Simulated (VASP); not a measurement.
These are PBEsol GGA, VASP's PBE PAW potentials (set 64) (plane waves; VASP 6.6.1) values and carry that method's errors.

A VASP calculation is set up with these files.

INCAR:
```
SYSTEM=Al12W
PREC=Accurate; ENCUT=400; LREAL=Auto
LASPH=.TRUE.
EDIFF=1E-7; NELM=100; ALGO=Normal
LMAXMIX=6
ISMEAR=-5
GGA=PS
ISIF=2
LWAVE=.FALSE.; LCHARG=.TRUE.; LORBIT=11
NEDOS=601
LEFG=.TRUE.
```

KPOINTS:
```
Automatic mesh
0
Gamma
7 7 7
0 0 0
```

**POSCAR**
```
Al12W
1.0
 -3.7681749763   3.7681749763   3.7681749763
  3.7681749763  -3.7681749763   3.7681749763
  3.7681749763   3.7681749763  -3.7681749763
Al W
12 1
Cartesian
 -1.4362385357   2.3739983313   3.7681749763
  5.2044135120   1.3941766450   0.0000000000
  1.4362385353   2.3739983309   3.7681749767
  2.3319364410   1.3941766454  -0.0000000004
  3.7681749763  -1.4362385357   2.3739983313
  3.7681749767   1.4362385353   2.3739983309
 -0.0000000004   2.3319364410   1.3941766454
  0.0000000000   5.2044135120   1.3941766450
  2.3739983313   3.7681749763  -1.4362385357
  1.3941766454  -0.0000000004   2.3319364410
  1.3941766450   0.0000000000   5.2044135120
  2.3739983309   3.7681749767   1.4362385353
  0.0000000000   0.0000000000   0.0000000000
```

POTCAR, in this order: Al W_sv (PBE.64 set). Program: vasp_std.

Unless said otherwise, spin-orbit coupling is left out, though it shifts the bands of the heavy elements here.

Question: Predict the energy per atom (σ→0), band gap (on the k-mesh).

Answer: 
The energy per atom (σ→0) comes out as -473.5 kJ/mol-atom. The band gap (on the k-mesh) comes out as none (metal, semimetal or under 0.01 eV).

### OSZICAR
```
...
DAV:  12    -0.638003053783E+02    0.24042E-04   -0.25573E-04  1856   0.814E-02    0.446E-02
DAV:  13    -0.638003077537E+02   -0.23754E-05   -0.34344E-05  1856   0.346E-02    0.897E-03
DAV:  14    -0.638003113569E+02   -0.36032E-05   -0.75258E-06  1976   0.106E-02    0.214E-03
DAV:  15    -0.638003109220E+02    0.43493E-06   -0.12224E-07  1320   0.208E-03    0.243E-03
DAV:  16    -0.638003103053E+02    0.61665E-06   -0.18969E-07  1280   0.209E-03    0.524E-04
DAV:  17    -0.638003101463E+02    0.15901E-06   -0.13977E-08   976   0.541E-04    0.169E-04
DAV:  18    -0.638003101639E+02   -0.17593E-07   -0.37315E-09   928   0.263E-04
   1 F= -.63800310E+02 E0= -.63800310E+02  d E =0.000000E+00
```

The compound is Al12W in the sg204 structure. It was relaxed first.
